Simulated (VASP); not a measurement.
Here is a VASP 6.6.1 calculation.

Contents of INCAR:

```
ALGO = Fast
EDIFF = 1E-6
ENCUT = 520
GGA = CA
ISIF = 2
ISMEAR = 0
LASPH = T
LCHARG = F
LREAL = F
LWAVE = F
NBANDS = 12
NELM = 100
PREC = Accurate
SIGMA = 0.15
```

KPOINTS

```
k-points
0
Gamma
  20 20 20
```

POSCAR

```
Ta
1.0
   -1.6017416000      1.6017416000      1.6760492000
    1.6017416000     -1.6017416000      1.6760492000
    1.6017416000      1.6017416000     -1.6760492000
Ta
1
Direct
    0.0000000000      0.0000000000      0.0000000000
```

Potentials or basis: VASP PAW LDA potentials, release 64 (Ta_pv).

Launch:

```console
$ cat potpaw_LDA.64/Ta_pv/POTCAR > POTCAR
$ mpirun -np 1 vasp_std > vasp.out
```

(1) Predict the band gap on the k mesh.

(2) What does it give for the pressure?

## Answers

(1) none (metal or under the smearing width).

(2) 1.4 GPa.
